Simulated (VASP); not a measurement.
Consider the following.

```xyz
6
Lattice="4.3896 0.0000 0.0000 0.0000 4.3896 0.0000 0.0000 0.0000 4.3896" Properties=species:S:1:pos:R:3 pbc="T T T"
Cu     3.2922     1.0974     3.2922
Cu     1.0974     3.2922     3.2922
Cu     3.2922     3.2922     1.0974
Cu     1.0974     1.0974     1.0974
O      0.0000     0.0000     0.0000
O      2.1948     2.1948     2.1948
```

These are PW91 GGA, VASP's PBE PAW potentials (set 64) (plane waves; VASP) values and carry that method's errors. Run with 520 eV cut-off, 5×5×5 Γ-centred mesh, Gaussian smearing of 0.050 eV, potentials Cu O.

Q: Give the stress tensor in GPa (positive for a compressed cell).

A: 
```
-5.74   0.00   0.00
 0.00  -5.74   0.00
 0.00   0.00  -5.74
```
The pressure is its mean diagonal, -5.74 GPa.

The compound is Cu2O in the cuprite structure. This cell is one point of a volume scan, at 1.06 of the reference volume.
